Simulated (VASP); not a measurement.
**NdFeGe under changes of volume**

One of the cells (21.480 Å³/atom); the others are scaled copies at fixed shape and fractional positions:

```xyz
3
Lattice="4.2336 0.0000 0.0000 -2.1168 3.6664 0.0000 0.0000 0.0000 4.1516" Properties=species:S:1:pos:R:3 pbc="T T T"
Nd    2.1168    1.2221    0.0000
Ge    0.0000    2.4442    2.0758
Fe    0.0000    0.0000    2.0758
```

The cell comes from a database or a generator and needn't be the stable form of this composition.

```yaml
Program: VASP 6.6.1
Functional: PBE
Potentials_or_basis: VASP PAW PBE potentials, release 64 (Nd, Ge_d, Fe)
Cutoff: 520 eV
k_mesh: 7 × 7 × 7
Occupations: fermi-dirac, width 0.05 eV
Spin: collinear spin, ferromagnetic start
Starting_moments: "[3.0, 0.0, 3.0] μB"
```

```tsv
volume (Å³/atom)	energy over the lowest point (meV/atom)	pressure (GPa)	moment (μB per cell)
19.795	22.90	0.6	3.84
20.216	1.09	1.2	4.97
20.638	0.00	-0.3	5.07
21.480	8.68	-2.7	5.27
21.901	?	?	?
22.322	28.37	-4.5	5.48
```

Question: What does the run at 21.901 Å³/atom give?

Answer: Energy over the lowest point 17.36 meV/atom; pressure -3.7 GPa; moment 5.38 μB per cell.

The energies don't lie on one smooth curve, so no fit is given. The run at 19.795 Å³/atom lies farthest off; its moment of 3.84 μB against 4.97 to 5.48 μB shows that it ended in another magnetic state.

Energies are extrapolated to zero smearing.

Caveats: the magnetic or orbital state may not be the lowest; without U or exact exchange the open f shell lies at the Fermi level, which spoils levels, moments and volumes.
